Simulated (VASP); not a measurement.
A run of VASP 6.6.1 is set up as follows.

Contents of POSCAR:

```
NiOsO2
1.0
    2.3778688500      4.1185865700      0.0000000000
   -2.3778688500      4.1185865700      0.0000000000
   -2.3778688500      1.3728591900      4.0864409500
O Os Ni
4 2 2
Direct
    0.5000000000      0.5000000000      0.0000000000
    0.0000000000      0.5000000000      0.0000000000
    0.5000000000      0.0000000000      0.0000000000
    0.5000000000      0.0000000000      0.5000000000
    0.1230000000      0.7540000000      0.3690000000
    0.8770000000      0.2460000000      0.6310000000
    0.3810000000      0.2380000000      0.1430000000
    0.6190000000      0.7620000000      0.8570000000
```

Contents of INCAR.step1:

```
PREC = Accurate
ENCUT = 520
ISMEAR = -5
SIGMA = 0.0163
LREAL = False
LASPH = True
NELM = 150
ISPIN = 2
MAGMOM = 0 0 0 0 -1 -1 -0.21 -0.21
LMAXMIX = 4
LDAU = True
LDAUTYPE = 2
LDAUL = -1 2 2
LDAUU = 0 1.21 1.23
LDAUJ = 0 0 0
GGA = PE
ALGO = Normal
EDIFF = 1E-4
LWAVE = True
LCHARG = False
```

The input INCAR.step2:

```
PREC = Accurate
ENCUT = 520
EDIFF = 1E-7
ISMEAR = -1
SIGMA = 0.0163
LREAL = False
LASPH = True
NELM = 150
ALGO = Normal
ISIF = 2
LWAVE = False
LCHARG = False
ISPIN = 2
MAGMOM = 0 0 0 0 -1 -1 -0.21 -0.21
LORBIT = 10
LMAXMIX = 4
LDAU = True
LDAUTYPE = 2
LDAUL = -1 2 2
LDAUU = 0 1.21 1.23
LDAUJ = 0 0 0
LDAUPRINT = 1
METAGGA = R2SCAN
LMIXTAU = True
ISTART = 1
```

KPOINTS

```
Automatic mesh
0
Gamma
  5 5 5
```

Potentials or basis: VASP PAW PBE potentials, release 64 (O, Os, Ni).

The run is started by

```sh
$ cat potpaw_PBE.64/O/POTCAR potpaw_PBE.64/Os/POTCAR potpaw_PBE.64/Ni/POTCAR > POTCAR
$ cp INCAR.step1 INCAR
$ mpirun -np 1 vasp_std > vasp.out
$ cp INCAR.step2 INCAR
$ mpirun -np 1 vasp_std > vasp.out
```

**Question.** What does it give for the net moment?

**Answer.** -6.78 μB per cell.

**Question.** Predict the band gap on the k mesh.

**Answer.** None (metal or under the smearing width).

**Question.** What does it give for the largest force?

**Answer.** 0.481 eV/Å.

Forces on the atoms (eV/Å):
```
O    0.000  0.000  0.000
O    0.000  0.000  0.000
O    0.000  0.000  0.000
O    0.000  0.000  0.000
Os   0.000  0.000  0.062
Os   0.000  0.000 -0.062
Ni   0.000  0.000 -0.481
Ni   0.000  0.000  0.481
```

Caveat: the k mesh is coarse (spacing up to 0.37 Å⁻¹), so the values aren't converged; the PAW data sets were made with another functional, which shifts forces and pressure a little. The run has no spin-orbit coupling, so splittings on Os are missing.
